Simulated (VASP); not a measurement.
All values below come from r2SCAN meta-GGA, VASP's PBE PAW potentials (set 64) (plane waves; VASP).

A VASP calculation is set up with these files.

### INCAR
```
ALGO  =  Normal
EDIFF  =  1E-6
EDIFFG  =  -0.02
ENCUT  =  400
IBRION  =  2
ISIF  =  3
ISMEAR  =  0
LASPH  =  .True.
LCHARG  =  .False.
LMAXMIX  =  4
LMIXTAU  =  .True.
LREAL  =  Auto
LWAVE  =  .False.
METAGGA  =  R2SCAN
NELM  =  100
NSW  =  60
PREC  =  Accurate
SIGMA  =  0.05
SYSTEM  =  Y2ZnS4
```

KPOINTS:
```
Automatic mesh
0
Gamma
3 3 3
0 0 0
```

File POSCAR:
```
Y2ZnS4
1
    0.0000000000     5.4848913528     5.4848913528
    5.4848913528    -0.0000000000     5.4848913528
    5.4848913528     5.4848913528     0.0000000000
Y Zn S
4 2 8
Direct
  0.6250000000   0.1250000000   0.1250000000
  0.1250000000   0.1250000000   0.6250000000
  0.1250000000   0.6250000000   0.1250000000
  0.1250000000   0.1250000000   0.1250000000
  0.7500000000   0.7500000000   0.7500000000
  0.5000000000   0.5000000000   0.5000000000
  0.3716201527   0.8761266157   0.8761266157
  0.3738733843   0.3738733843   0.8783798473
  0.8761266157   0.3716201527   0.8761266157
  0.3738733843   0.3738733843   0.3738733843
  0.8761266157   0.8761266157   0.8761266157
  0.3738733843   0.8783798473   0.3738733843
  0.8761266157   0.8761266157   0.3716201527
  0.8783798473   0.3738733843   0.3738733843
```

POTCAR, in this order: Y_sv Zn S (PBE.64 set). Program: vasp_std.

Q: What does the run give for the energy per atom (σ→0), band gap (on the k-mesh)?

A: 
```json
{
 "energy per atom (σ→0)": "-13.591 eV/atom",
 "band gap (on the k-mesh)": "1.10 eV"
}
```

File OSZICAR:
```
...
DAV:  16    -0.190267262284E+03   -0.11202E-01   -0.49702E-03   592   0.404E-01    0.711E-01
DAV:  17    -0.190267078924E+03    0.18336E-03   -0.20244E-03   704   0.156E-01    0.247E-01
DAV:  18    -0.190267823878E+03   -0.74495E-03   -0.42814E-04   592   0.115E-01    0.141E-01
DAV:  19    -0.190267811508E+03    0.12370E-04   -0.18799E-04   688   0.620E-02    0.296E-02
DAV:  20    -0.190267913518E+03   -0.10201E-03   -0.66416E-05   640   0.457E-02    0.231E-02
DAV:  21    -0.190267906861E+03    0.66577E-05   -0.22744E-05   816   0.209E-02    0.733E-03
DAV:  22    -0.190267906895E+03   -0.34113E-07   -0.14224E-06   416   0.461E-03
   1 F= -.19026791E+03 E0= -.19026791E+03  d E =-.190268E+03
```

The structure comes from a computed database's Y2ZnS4 entry (Fd-3m); how it stands against other phases isn't given here. It was relaxed first. The start is the result of an earlier pass.
